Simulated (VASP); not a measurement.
Consider the following.

```yaml
crystal:
  lattice:
    - [3.11314, 0.00000, 0.00000]
    - [-1.55657, 2.69606, 0.00000]
    - [0.00000, 0.00000, 4.79566]
  atoms:
    - { symbol: Nb, position: [0.66667, 0.33333, 0.25399] }
    - { symbol: Nb, position: [0.33333, 0.66667, 0.74601] }
    - { symbol: N, position: [0.00000, 0.00000, 0.50000] }
```

Calculation: PBEsol GGA, VASP's PBE PAW potentials (set 64) (plane waves; VASP). Settings: 520 eV cut-off, 13×13×7 Γ-centred mesh, tetrahedra with Blöchl corrections, potentials Nb_sv N.

The cores are frozen, which limits the accuracy of field gradients.

Task: Give the principal components of the electric field gradient (V/Å²) and the asymmetry η at each nucleus.

Result: 
```tsv
atom	Vxx	Vyy	Vzz	η
Nb1	16.8	16.8	-33.6	0.00
Nb2	16.8	16.8	-33.6	0.00
N3	1.3	1.3	-2.5	0.00
```

The structure comes from a computed database's Nb2N entry (P-3m1); how it stands against other phases isn't given here. It was relaxed first.
